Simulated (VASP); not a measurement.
ZnO:

```xyz
4
Lattice="3.2493 0.0000 0.0000 -1.6247 2.8140 0.0000 0.0000 0.0000 5.2057" Properties=species:S:1:pos:R:3 pbc="T T T"
Zn    0.0000    1.8760    2.6029
Zn    1.6247    0.9380    0.0000
O     1.6247    0.9380    1.9730
O     0.0000    1.8760    4.5759
```

| Property | Result |
| --- | --- |
| Program | VASP 6.6.1 |
| Task | relaxation of cell and atoms |
| Functional | PBE |
| Potentials or basis | VASP PAW PBE potentials, release 64 (Zn, O) |
| Cutoff | 600 eV |
| k mesh | 9 × 9 × 6 |
| Occupations | gaussian, width 0.02 eV |
| Spin | no spin polarisation |

At the start: pressure 5.8 GPa; volume 11.90 Å³/atom.

Q: How do energy, volume and symmetry change on relaxing?

A: Over 11 steps the energy falls by 8.9 meV/atom and the volume is 12.40 Å³/atom (+4.2 %); space group P6_3mc (No. 186, to 0.05 Å).

Step by step:
```csv
step,energy change (eV),largest force (eV/Å),pressure (GPa),volume (Å³)
1,0.0000,0.0740,5.81,47.60
2,-0.0272,0.0274,-2.54,50.63
3,-0.0357,0.0015,0.01,49.59
4,-0.0357,0.0025,-0.11,49.63
5,-0.0357,0.0097,0.05,49.57
6,-0.0357,0.0105,0.04,49.57
7,-0.0357,0.0119,0.08,49.56
8,-0.0357,0.0109,0.08,49.56
9,-0.0358,0.0104,0.02,49.58
10,-0.0358,0.0099,-0.03,49.60
11,-0.0358,0.0002,0.00,49.59
```

Final structure:
```
Zn O
1.0
     3.28606    0.00000    0.00000
    -1.64303    2.84581    0.00000
     0.00000    0.00000    5.30259
Zn O
2 2
Direct
  0.33333 0.66667 0.49995
  0.66667 0.33333 0.99995
  0.66667 0.33333 0.37906
  0.33333 0.66667 0.87906
```
